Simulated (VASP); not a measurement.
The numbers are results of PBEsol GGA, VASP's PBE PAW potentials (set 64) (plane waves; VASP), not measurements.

A VASP calculation is set up with these files.

File KPOINTS:
```
Automatic mesh
0
Gamma
15 15 15
0 0 0
```

**POSCAR**
```
Au
1
    0.0000000000     2.0800101577     2.0800101577
    2.0800101577     0.0000000000     2.0800101577
    2.0800101577     2.0800101577     0.0000000000
Au
1
Direct
  0.0000000000   0.0000000000   0.0000000000
```

INCAR:
```
# general
SYSTEM =Au
PREC   =Accurate
ENCUT  =520   # plane-wave cut-off (eV)
LREAL  =.False.   # projection in real space or not
LASPH  =.True.   # aspherical one-centre terms

# electronic loop
EDIFF  =1E-7   # SCF stop (eV)
NELM   =100   # most electronic steps
ALGO   =Normal   # blocked Davidson
LMAXMIX=6   # l cut-off of mixed one-centre charges

# smearing
ISMEAR =1
SIGMA  =0.1

# functional
GGA    =PS

# ions
ISIF   =2

# output
LWAVE  =.False.
LCHARG =.False.
```

POTCAR, in this order: Au (PBE.64 set). Program: vasp_std.

Output of the run:

### OSZICAR
```
       N       E                     dE             d eps       ncg     rms          rms(c)
DAV:   1     0.414793719953E+02    0.41479E+02   -0.57729E+03  2344   0.108E+03
DAV:   2    -0.387046858026E+01   -0.45350E+02   -0.42391E+02  2238   0.198E+02
DAV:   3    -0.423305938871E+01   -0.36259E+00   -0.36238E+00  2565   0.187E+01
DAV:   4    -0.423395979325E+01   -0.90040E-03   -0.90039E-03  2503   0.994E-01
DAV:   5    -0.423396553999E+01   -0.57467E-05   -0.57461E-05  2489   0.743E-02    0.810E+00
DAV:   6    -0.391567998995E+01    0.31829E+00   -0.11223E+00  2204   0.101E+01    0.517E+00
DAV:   7    -0.389736573964E+01    0.18314E-01   -0.67157E-02  2357   0.240E+00    0.270E+00
DAV:   8    -0.389464649665E+01    0.27192E-02   -0.10374E-03  2263   0.371E-01    0.244E-01
DAV:   9    -0.389463649522E+01    0.10001E-04   -0.57601E-06  2443   0.269E-02    0.155E-02
DAV:  10    -0.389464003976E+01   -0.35445E-05   -0.11335E-06  2432   0.128E-02    0.294E-03
DAV:  11    -0.389464001407E+01    0.25693E-07   -0.24017E-08  1401   0.154E-03
   1 F= -.38946400E+01 E0= -.38944914E+01  d E =-.445832E-03
```

File OUTCAR:
```
------------------------ aborting loop because EDIFF is reached ----------------------------------------
  FORCE on cell =-STRESS in cart. coord.  units (eV):
  Direction    XX          YY          ZZ          XY          YZ          ZX
  --------------------------------------------------------------------------------------
  Total       -0.9693475     -0.9693475     -0.9693475     -0.0000000     -0.0000000     -0.0000000
  in kB      -86.2906478    -86.2906478    -86.2906478     -0.0000000     -0.0000000     -0.0000000
  external PRESSURE =     -86.2906478 kB  Pullay stress =       0.0000000 kB
  volume of cell :       18.00
      direct lattice vectors                 reciprocal lattice vectors
     0.000000000  2.080010158  2.080010158    -0.240383441  0.240383441  0.240383441
     2.080010158  0.000000000  2.080010158     0.240383441 -0.240383441  0.240383441
     2.080010158  2.080010158  0.000000000     0.240383441  0.240383441 -0.240383441
 POSITION                                       TOTAL-FORCE (eV/Angst)
 -----------------------------------------------------------------------------------
      0.00000      0.00000      0.00000         0.000000      0.000000      0.000000
 -----------------------------------------------------------------------------------
    total drift:                               -0.000000     -0.000000     -0.000000
  FREE ENERGIE OF THE ION-ELECTRON SYSTEM (eV)
  ---------------------------------------------------
  free  energy   TOTEN  =        -3.8946400141 eV

  energy  without entropy=       -3.8941941824  energy(sigma->0) =       -3.89449140
```
(Selected blocks of OUTCAR.)

The compound is Au in the fcc structure. This cell is one point of a volume scan, at 1.06 of the reference volume.
